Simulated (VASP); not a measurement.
Data:

```
CELL_PARAMETERS angstrom
      0.00000     2.89092     2.89092
      2.89092     0.00000     2.89092
      2.89092     2.89092     0.00000
ATOMIC_POSITIONS crystal
  Ga 0.00000 0.00000 0.00000
  As 0.25000 0.25000 0.25000
```

All values below come from revTPSS meta-GGA, VASP's PBE PAW potentials (set 64) (plane waves; VASP). Settings: 520 eV cut-off, 8×8×8 Γ-centred mesh, Gaussian smearing of 0.050 eV, potentials Ga_d As.

Task: Give the stress tensor in GPa (positive for a compressed cell).

Result: 
```
-3.43   0.00   0.00
 0.00  -3.43   0.00
 0.00   0.00  -3.43
```
The pressure is its mean diagonal, -3.43 GPa.

The compound is GaAs in the zinc blende structure. This cell is one point of a volume scan, at 1.06 of the reference volume.
